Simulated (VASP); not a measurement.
Calculation: PBE GGA, VASP's PBE PAW potentials (set 64) (plane waves; VASP).

VASP ran on this input.

File POSCAR:
```
CdS
1.0
  0.0000000000   2.9682000000   2.9682000000
  2.9682000000   0.0000000000   2.9682000000
  2.9682000000   2.9682000000   0.0000000000
Cd S
1 1
Cartesian
  0.0000000000   0.0000000000   0.0000000000
  1.4841000000   1.4841000000   1.4841000000
```

**KPOINTS**
```
Automatic
0
gamma
 7 7 7
```

**INCAR**
```
# general
SYSTEM   =  CdS
PREC     =  Accurate
ENCUT    =  325
LREAL    =  .FALSE.
LASPH    =  .TRUE.

# electronic loop
EDIFF    =  1E-6
NELM     =  100
ALGO     =  Normal
LMAXMIX  =  4

# smearing
ISMEAR   =  0
SIGMA    =  0.05

# functional
GGA      =  PE

# ions
ISIF     =  2

# output
LWAVE    =  .FALSE.
LCHARG   =  .FALSE.
```

POTCAR, in this order: Cd S (PBE.64 set). Program: vasp_std.

Output

File OSZICAR:
```
       N       E                     dE             d eps       ncg     rms          rms(c)
DAV:   1     0.827495635222E+02    0.82750E+02   -0.72060E+03   528   0.870E+02
DAV:   2    -0.326076825837E+01   -0.86010E+02   -0.83256E+02   620   0.249E+02
DAV:   3    -0.667650945459E+01   -0.34157E+01   -0.34094E+01   595   0.522E+01
DAV:   4    -0.669979101686E+01   -0.23282E-01   -0.23279E-01   615   0.423E+00
DAV:   5    -0.670012237879E+01   -0.33136E-03   -0.33136E-03   600   0.481E-01    0.772E+00
DAV:   6    -0.616252331718E+01    0.53760E+00   -0.10632E+00   696   0.132E+01    0.617E+00
DAV:   7    -0.614275222581E+01    0.19771E-01   -0.19669E-01   535   0.347E+00    0.308E+00
DAV:   8    -0.614241433200E+01    0.33789E-03   -0.17807E-02   570   0.191E+00    0.263E-01
DAV:   9    -0.614228813912E+01    0.12619E-03   -0.22760E-03   595   0.748E-01    0.688E-02
DAV:  10    -0.614245455709E+01   -0.16642E-03   -0.27153E-04   560   0.157E-01    0.821E-02
DAV:  11    -0.614254049174E+01   -0.85935E-04   -0.13701E-04   540   0.117E-01    0.185E-02
DAV:  12    -0.614252933430E+01    0.11157E-04   -0.37938E-05   688   0.882E-02    0.773E-03
DAV:  13    -0.614253049290E+01   -0.11586E-05   -0.41007E-06   540   0.139E-02    0.672E-03
DAV:  14    -0.614253035264E+01    0.14026E-06   -0.14745E-07   355   0.277E-03
   1 F= -.61425304E+01 E0= -.61425304E+01  d E =-.177031E-11
```

OUTCAR:
```
------------------------ aborting loop because EDIFF is reached ----------------------------------------
  FORCE on cell =-STRESS in cart. coord.  units (eV):
  Direction    XX          YY          ZZ          XY          YZ          ZX
  --------------------------------------------------------------------------------------
  Total       -0.0430857     -0.0430857     -0.0430857      0.0000000      0.0000000     -0.0000000
  in kB       -1.3198795     -1.3198795     -1.3198795      0.0000000      0.0000000     -0.0000000
  external PRESSURE =      -1.3198795 kB  Pullay stress =       0.0000000 kB
  volume of cell :       52.30
      direct lattice vectors                 reciprocal lattice vectors
     0.000000000  2.968200000  2.968200000    -0.168452261  0.168452261  0.168452261
     2.968200000  0.000000000  2.968200000     0.168452261 -0.168452261  0.168452261
     2.968200000  2.968200000  0.000000000     0.168452261  0.168452261 -0.168452261
  FREE ENERGIE OF THE ION-ELECTRON SYSTEM (eV)
  ---------------------------------------------------
  free  energy   TOTEN  =        -6.1425303526 eV

  energy  without entropy=       -6.1425303526  energy(sigma->0) =       -6.14253035
```
(Selected blocks of OUTCAR.)

At this cut-off the stress carries a Pulay error, which pulls relaxed volumes low.

The compound is CdS in the zinc blende structure, a metastable form; wurtzite is the usual one. The cell was not relaxed at this level. The run is one of a series of settings (ENCUT = 325 against the base run), some of them coarse on purpose.
